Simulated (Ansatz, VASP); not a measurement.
# Cross-check of Mo2NO2 between VASP and Ansatz

One calculation is typed for both programs; each brings its own data sets. How far apart do they land? Of the first pair: The structure shown is the end of the Ansatz relaxation below.

Method: plane waves, with VASP 6.6.1 beside it; single point at PBEsol, in Ansatz 0.2.0.

## (1) The structure

The cell holds 5 atoms: 1 N, 2 Mo and 2 O. Cell: a = 3.128 Å, b = 3.128 Å, c = 32.600 Å, α = 90.0°, β = 90.0°, γ = 120.0°. Vacuum lies along c.

## (2) Ansatz: relaxation, PBEsol

Ansatz runs on its PAW soft_1 files.

This run makes the geometry at which the two programs are then compared.

input.yaml

```yaml
crystal:
  lattice:
    - [3.1270003189, 0.0, 0.0]
    - [-1.5635001594, 2.7080617138, 0.0]
    - [0.0, 0.0, 32.6]
  atoms:
    - { symbol: "N", position: [0.0, 0.0, 0.3067484663] }
    - { symbol: Mo, position: [0.3333333333, 0.6666666667, 0.3385336439] }
    - { symbol: Mo, position: [0.6666666667, 0.3333333333, 0.2749632886] }
    - { symbol: O, position: [0.6666666667, 0.3333333333, 0.3700578891] }
    - { symbol: O, position: [0.3333333333, 0.6666666667, 0.2434390434] }
  periodic: [true, true, false]
kpoints:
  mp_grid: { grid: [18, 18, 1] }
hamiltonian:
  xc: pbesol
  pseudopotentials: { kind: paw, azcp: { folder: soft_1 }, xc_functional: pbe }
scf:
  occupations: { method: methfessel_paxton, width: 0.2 }
output:
  forces: true
  stress: true
  eigenvalues: true
  write_density: true
  write_potential: true
  elf: true
  volumetric_format: npy
relax:
  adjacent_minimum: "off"
  f_tol: 0.001
  max_steps: 60
  cell: { stress_2d_tol: 0.002 }
```

Command:

```
> ansatz run input.yaml --threads 8 --pin off --max-ram 16384MiB --backend cpu --events-out ev --progress --plain --runs-dir out
```

Numbers of over 12 decimals in the logs are rounded to 6 here.

What it wrote:

```text
Engine: ansatz 0.2.0, aarch64-unknown-linux-gnu
Pseudopotentials: kind: paw
Pseudopotential: N, paw, valence charge 5, recommended cutoff 420 eV (normal), soft_1/N.paw.azcp
Pseudopotential: Mo, paw, valence charge 14, recommended cutoff 420 eV (normal), soft_1/Mo.paw.azcp
Pseudopotential: O, paw, valence charge 6, recommended cutoff 420 eV (normal), soft_1/O.paw.azcp
Functional definition: PBEsol
  exchange = pbesol_x
  correlation = pbesol_c
Crystal: 5 atoms, lattice volume = 276.060 Å³
Basis set: ecut = 420 eV, 5353 PW (Γ), exchange–correlation on 48×48×450 points (8 copies of the dense FFT grid, shifted against one another)
Bands: 28, of which v1, the nominal top of the filled ones, is band 23 counted from 1 (22 counted from 0)
Symmetry: 12 space group operations
Space group: P-3m1 (ITA 164), of the structure as read, at distance tolerance 6.5e-5 Å
k-points: 37 of 324
Non-local potential: N, projectors of the file, l = 0: 2, l = 1: 2, l = 2: 1
Non-local potential: Mo, projectors of the file, l = 0: 3, l = 1: 2, l = 2: 2, l = 3: 1
Non-local potential: O, projectors of the file, l = 0: 2, l = 1: 2, l = 2: 1
PAW form: soft (Blöchl's): semilocal exchange-correlation on the pseudo side does not see the compensation charge
PAW frozen core: N, regenerated for the run's functional, and the local potential with it (the file was generated under x = pbe(κ = 0.804, μ = 0.219515), c = pbe(β = 0.066725))
PAW frozen core: Mo, regenerated for the run's functional, and the local potential with it (the file was generated under x = pbe(κ = 0.804, μ = 0.219515), c = pbe(β = 0.066725))
PAW frozen core: O, regenerated for the run's functional, and the local potential with it (the file was generated under x = pbe(κ = 0.804, μ = 0.219515), c = pbe(β = 0.066725))
PAW one-centre angular grid: N, 110 points (default); XC on 64 Gauss nodes
PAW one-centre angular grid: Mo, 590 points (default); XC on 64 Gauss nodes
PAW one-centre angular grid: O, 110 points (default); XC on 64 Gauss nodes
Initial density: superposition of atomic densities (neutral atoms: chi_scale 0, normalization atom)
Initial wavefunctions: pseudopotential atomic-orbital guess
Functional: x = pbesol(κ = 0.804, μ = 0.123457), c = pbesol(β = 0.046)
SCF iter   1: F=—  HF=-11304.016556 eV  |F-HF|=—  |Δ(HF+E_count)|=         —  Δρ=9.80e-2  dr2=3.14e1  ethr=3.10e-3  ⟨swp⟩=12.4  Hψ=7940  notcnv=0
preconditioner: auto → LDOS  [metal: Δε(μ)=0.002 eV  Ē_g=11.818 eV  σ=0.200 eV  W_gap=0.01  n_scr=20 (ndim 8)  ℏωp=12.0 eV  f_vac=0.776  D(μ)=2.20/eV (n_scr^D=12)  β→1.0]
SCF iter   2: F=—  HF=-11301.832331 eV  |F-HF|=—  |Δ(HF+E_count)|=    2.18e0  S|Δr|=    0.00e0  Δρ=1.25e-1  dr2=4.71e1  ethr=3.10e-3  ⟨swp⟩=6.4  Hψ=4228  notcnv=0  defer=34
SCF iter   3: F=—  HF=-11295.951018 eV  |F-HF|=—  |Δ(HF+E_count)|=    5.88e0  S|Δr|=    0.00e0  Δρ=1.49e-2  dr2=5.52e-1  ethr=3.10e-3  ⟨swp⟩=5.1  Hψ=3707  notcnv=0  defer=2
SCF iter   4: F=—  HF=-11295.866495 eV  |F-HF|=—  |Δ(HF+E_count)|=   8.45e-2  S|Δr|=    0.00e0  Δρ=4.57e-3  dr2=1.77e-1  ethr=1.23e-3  ⟨swp⟩=3.3  Hψ=2683  notcnv=0  defer=32
SCF iter   5: F=—  HF=-11295.843103 eV  |F-HF|=—  |Δ(HF+E_count)|=   2.34e-2  S|Δr|=    0.00e0  Δρ=3.29e-3  dr2=4.50e-2  ethr=3.92e-4  ⟨swp⟩=3.1  Hψ=2161  notcnv=0  defer=32
SCF iter   6: F=—  HF=-11295.836161 eV  |F-HF|=—  |Δ(HF+E_count)|=   6.94e-3  S|Δr|=    0.00e0  Δρ=9.18e-4  dr2=5.28e-3  ethr=1.00e-4  ⟨swp⟩=2.9  Hψ=1787  notcnv=0  defer=32
SCF iter   7: F=—  HF=-11295.835397 eV  |F-HF|=—  |Δ(HF+E_count)|=   7.64e-4  S|Δr|=    0.00e0  Δρ=2.78e-4  dr2=3.97e-4  ethr=1.17e-5  ⟨swp⟩=3.1  Hψ=2254  notcnv=0  defer=32
SCF iter   8: F=—  HF=-11295.835383 eV  |F-HF|=—  |Δ(HF+E_count)|=   1.35e-5  S|Δr|=    0.00e0  Δρ=8.65e-5  dr2=2.41e-5  ethr=8.81e-7  ⟨swp⟩=3.4  Hψ=2187  notcnv=0  defer=32
SCF iter   9: F=—  HF=-11295.835192 eV  |F-HF|=—  |Δ(HF+E_count)|=   1.91e-4  S|Δr|=    0.00e0  Δρ=2.03e-5  dr2=9.93e-7  ethr=5.36e-8  ⟨swp⟩=4.0  Hψ=2482  notcnv=0  defer=32
iter 10 did not close the SCF: its close was put off until two iterations running show no level that it waits for move by more than its bar (scf_convergence_deferred on its scf_iter line)
[...]
SCF iter  11: F=-11295.835192 eV  HF=-11295.835192 eV  |F-HF|=1.55e-8  |Δ(HF+E_count)|=   6.43e-8  S|Δr|=    0.00e0  Δρ=4.81e-7  dr2=5.53e-10  ethr=1.15e-10  ⟨swp⟩=13.8  Hψ=11047  notcnv=0
[...]
SCF 4 converged in 4 iterations: F = -11295.835155 eV  dr2 = 7.62e-12
relax step   4: F+E_penalty+E_count = -11295.83515485 eV  Δ(F+E_penalty+E_count) = +1.012e-6 eV  max|allowed force component| = 2.806e-4 eV/Å  Δτ_max = 0.0000 Å  P = +0.001 N/m  Ω = 276.166 Å³  energy of the carried Pulay correction = -4.890e-5 eV  fix = [c, alpha, beta]  reactions: c +0.000 N/m  (4 SCF iters, dr2 threshold 1.07e-11 eV, accepted)
Initial wavefunctions: pseudopotential atomic-orbital guess (no wavefunctions were taken with the density)
iter 1 solved again at ethr=2.46e-7 eV; its pass at ethr=3.10e-3 eV (dr2=1.11e-4 eV) is discarded
SCF iter   1: F=—  HF=-11295.835382 eV  |F-HF|=—  |Δ(HF+E_count)|=         —  Δρ=2.25e-6  dr2=5.26e-9  ethr=2.46e-7  ⟨swp⟩=7.4  Hψ=14068  notcnv=0
eigensolver tolerance schedule: the retry pair's looser diagonalisation over-reported the residual by 21041.61 of it (diagonalisation noise at an unbounded share of the residual, at the tolerance the schedule requests for it); recorded, not acted on — ethr = c·dr2/N_el stays at c = 1.0e-1
SCF iter   2: F=—  HF=-11295.835196 eV  |F-HF|=—  |Δ(HF+E_count)|=   1.86e-4  S|Δr|=    0.00e0  Δρ=2.35e-6  dr2=1.33e-8  ethr=1.17e-11  ⟨swp⟩=7.3  Hψ=5160  notcnv=0
SCF iter   3: F=—  HF=-11295.835196 eV  |F-HF|=—  |Δ(HF+E_count)|=   6.70e-9  S|Δr|=    0.00e0  Δρ=1.07e-6  dr2=9.88e-10  ethr=1.17e-11  ⟨swp⟩=3.6  Hψ=2236  notcnv=0
SCF iter   4: F=—  HF=-11295.835196 eV  |F-HF|=—  |Δ(HF+E_count)|=  1.27e-11  S|Δr|=    0.00e0  Δρ=6.13e-7  dr2=5.05e-10  ethr=2.20e-12  ⟨swp⟩=1.7  Hψ=1265  notcnv=0
SCF iter   5: F=—  HF=-11295.835196 eV  |F-HF|=—  |Δ(HF+E_count)|=  2.36e-11  S|Δr|=    0.00e0  Δρ=2.12e-7  dr2=5.37e-11  ethr=1.12e-12  ⟨swp⟩=3.0  Hψ=2273  notcnv=0
SCF iter   6: F=—  HF=-11295.835196 eV  |F-HF|=—  |Δ(HF+E_count)|=    0.00e0  S|Δr|=    0.00e0  Δρ=7.24e-8  dr2=5.43e-12  ethr=1.19e-13 (applied; sched 1.00e-12)  ⟨swp⟩=3.6  Hψ=2197  notcnv=0
SCF iter   7: F=—  HF=-11295.835196 eV  |F-HF|=—  |Δ(HF+E_count)|=  2.73e-11  S|Δr|=    0.00e0  Δρ=9.90e-9  dr2=1.60e-13  ethr=1.21e-14 (applied; sched 1.00e-12)  ⟨swp⟩=3.4  Hψ=2500  notcnv=0
SCF iter   8: F=-11295.835196 eV  HF=-11295.835196 eV  |F-HF|=9.09e-11  |Δ(HF+E_count)|=  6.55e-11  S|Δr|=    0.00e0  Δρ=2.92e-9  dr2=9.22e-15  ethr=1.00e-12  ⟨swp⟩=11.2  Hψ=6321  notcnv=0
SCF 5 converged in 8 iterations: F = -11295.835196 eV  dr2 = 9.22e-15
relax step   5: F+E_penalty+E_count = -11295.83519568 eV  Δ(F+E_penalty+E_count) = -4.083e-5 eV  max|allowed force component| = 2.790e-4 eV/Å  Δτ_max = 0.0000 Å  P = +0.002 N/m  Ω = 276.166 Å³  fix = [c, alpha, beta]  reactions: c +0.000 N/m  stress off target by 1.72e-3 N/m on what of the cell is left free  SCF on the basis re-selected at this cell (its energy is not comparable with the rows above)  (8 SCF iters)
basis re-selected at this cell: Δ(F+E_penalty+E_count) = -4.083e-5 eV, ΔP = +0.001 N/m vs the last step (what re-selecting the basis moved, of the pressure what is left beyond the Pulay correction that the steps carried, after the strain that the cell walked since its last selection, with what the two solves' SCF thresholds leave and, on support functions, any second-order correction that the steps lacked; it is no m [...]
WARN: The output density's exchange-correlation potential varies sharply where the density is thin. Do not read a vacuum level from v_tot or v_xc, or from such a field of the output density. On a cell that repeats whose density bears no net charge and no dipole along the vacuum's axis use v_es (v_loc + v_h of the components); under efield.dipole_correction with no amplitude use v_es + v_field, which holds any externa [...]
SCF converged after 8 iterations
Stability not checked: this state was not tested for a lower state beside it, because cold or Methfessel-Paxton smearing, or corrected tetrahedra, fill the levels in a way that the test cannot read (fill_not_monotonic; see scf.lower_state_search)
Free energy (F): -11295.835196 eV
Harris-Foulkes:  -11295.835196 eV  (|F-HF|=9.09e-11)
Internal energy: -11295.834768 eV  (E = F + TS)
E sigma→0 (E₀):  -11295.835089 eV
Entropy (-TS):   -0.000428 eV (-0.086 meV/atom)
Fermi energy:    -6.094093 eV
--- Per-component energies (eV) ---
  E_band       = -1172.547248
  E_kinetic    = 1311.514020
  E_local      = -143372.757216  (includes V_loc(G=0)·N_el)
  E_nonlocal   = 439.478203
  E_hartree    = 70784.861104
  E_xc         = -550.610004
  E_vxc        = -694.718740  (∫ρ·V_xc dr)
  E_paw        = -6743.938170  (= ΣΔE_a)
  E_vpaw       = -425.788224  (= ΣTr[D̂ρ^β])
  E_aug_tail   = 0.002502  (compensation charges beyond the density's cutoff)
  E_ewald      = 66835.097518
  E_core_change = 0.517275  (= ΣΔE_core)
  E_smearing   = -0.000428  (= −TS)
  E_closure    = -0.000000  (closes the sum)
  Σ components = -11295.835196   (vs F -11295.835196, Δ=0.00e0)
--- Forces (eV/Å), atoms counted from 1 ---
  atom   1  N     -0.00000000     0.00000000     0.00000000
  atom   2  Mo     0.00000000     0.00000000     0.00027896
  atom   3  Mo    -0.00000000     0.00000000    -0.00027896
  atom   4  O      0.00000000     0.00000000    -0.00014334
  atom   5  O     -0.00000000    -0.00000000     0.00014334
  max |Σ_I F_I| component: 6.94e-18 eV/Å
--- 2D stress c σ (N/m, compression-positive) ---
        0.001720      -0.000000       0.000000
       -0.000000       0.001720      -0.000000
        0.000000      -0.000000       0.000000
  P = ½ c Tr σ = 0.0017 N/m
--- Band table (eV; the first three rows and the last of 37) ---
  k-point 0: bands = [... 19 lower, -9.1662, -8.6671, -8.6671, -6.4131, -5.3316, -5.3316, -4.4318, -3.4678, ... 1 higher]
  k-point 1: bands = [... 19 lower, -9.0847, -8.3620, -8.3431, -6.5203, -5.3073, -5.2077, -4.4181, -3.5280, ... 1 higher]
  k-point 2: bands = [... 19 lower, -8.9605, -8.0576, -7.8841, -6.6386, -5.2156, -4.9877, -4.3800, -3.6261, ... 1 higher]
  k-point 36: bands = [... 19 lower, -10.2382, -6.9624, -6.9624, -6.8153, -4.4806, -4.4806, -3.8363, -2.1208, ... 1 higher]
--- Relaxed structure (4 steps of the walk, 4 accepted, 1 SCFs on fresh bases) ---
  F+E_penalty+E_count = -11295.83519568 eV   max|allowed force component| = 2.790e-4 eV/Å   (the final SCF, on the basis selected at the relaxed cell)
  cell:  # Å, volume = 276.1660 Å³
    - [3.127598, -2.8872956962168226e-11, 0]
    - [-1.563799, 2.708580, 0]
    - [0, 0, 32.6]
  atoms:
    - { symbol: N, position: [0, 0, 0.306748] }
    - { symbol: Mo, position: [0.333333, 0.666667, 0.338522] }
    - { symbol: Mo, position: [0.666667, 0.333333, 0.274975] }
    - { symbol: O, position: [0.666667, 0.333333, 0.370028] }
    - { symbol: O, position: [0.333333, 0.666667, 0.243469] }
```

(Continued in part 2 of 2.)

[Lines on the potential files, build, host, timing and source positions are cut from VASP's logs without a mark.]

[Logs are printed without paths, hosts, clocks, repeated set-up lines and the standing remarks that a program may print on its own settings, such as how far it seeks lower states.]

[Hosts, paths, dates, database ids (printed as entryN), source tags and the programs' standing remarks are cut or masked in the printed files.]
